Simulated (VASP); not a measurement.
Given:

```xyz
2
Lattice="0.0000 3.3164 3.3164 3.3164 0.0000 3.3164 3.3164 3.3164 0.0000" Properties=species:S:1:pos:R:3 pbc="T T T"
In     0.0000     0.0000     0.0000
Sb     1.6582     1.6582     1.6582
```

All values below come from PBE GGA, VASP's PBE PAW potentials (set 64) (plane waves; VASP). Run with 400 eV cut-off, Gaussian smearing of 0.050 eV, potentials In_d Sb.

Unless said otherwise, spin-orbit coupling is left out, though it shifts the bands of the heavy elements here.

Question: Predict the band gap (along the path) with the smallest direct gap where there is one.

Answer: 
| Item | Value |
|---|---|
| band gap (along the path) | none (metal, semimetal or under 0.01 eV) |

Only differences to runs with the same potentials and settings are physical.

The compound is InSb in the zinc blende structure. It was relaxed first, which changed the volume by +7 %.
